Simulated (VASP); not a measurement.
Input:

```
W
1.0
   -1.54931     1.54931     1.54931
    1.54931    -1.54931     1.54931
    1.54931     1.54931    -1.54931
W
1
Direct
  0.00000   0.00000   0.00000
```

Method: PBEsol GGA, VASP's PBE PAW potentials (set 64) (plane waves; VASP 6.6.1). Run with 500 eV cut-off, 16×16×16 Γ-centred mesh, first-order Methfessel-Paxton smearing of 0.10 eV, potentials W_sv.

Unless said otherwise, spin-orbit coupling is left out, though it shifts the bands of the heavy elements here.

Predict the energy per atom (σ→0), pressure, band gap (on the k-mesh) with the smallest direct gap where there is one.

```yaml
band gap (on the k-mesh): none (metal, semimetal or under 0.01 eV)
energy per atom (σ→0): -13.758 eV/atom
pressure: 19.94 GPa
```

Only differences to runs with the same potentials and settings are physical.

The compound is W in the bcc structure. It was relaxed first under an external pressure of 20 GPa.
